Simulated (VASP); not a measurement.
Input:

```xyz
3
Lattice="3.8998 0.0000 0.0000 -1.9499 3.3773 0.0000 0.0000 0.0000 6.1375" Properties=species:S:1:pos:R:3 pbc="T T T"
Sn     0.0000     0.0000     0.0000
Se     0.0000     2.2515     1.5344
Se     1.9499     1.1258     4.6031
```

The numbers are results of optB88-vdW, VASP's PBE PAW potentials (set 64) (plane waves; VASP), not measurements. Settings: PREC = Normal, EDIFF = 1E-5, 400 eV cut-off, 9×9×5 Γ-centred mesh, Gaussian smearing of 0.050 eV, potentials Sn_d Se.

Task: The ions are relaxed. What does this cell relax into?

Result: 
```xyz
3
Lattice="3.8998 0.0000 0.0000 -1.9499 3.3773 0.0000 0.0000 0.0000 6.1375" Properties=species:S:1:pos:R:3 pbc="T T T"
Sn     0.0000     0.0000     0.0000
Se     0.0000     2.2515     1.5990
Se     1.9499     1.1258     4.5385
```
Space group P-3m1 (164), at a tolerance of 0.03 Å.

Task: How much energy does the relaxation gain?

Result: The energy (σ→0) changes by -13.4 meV/atom, in 3 ionic steps.

The compound is SnSe2 in the 1T layered structure. This run relaxes the ions in a fixed cell. Symmetry was kept, so distortions that lower it aren't found.
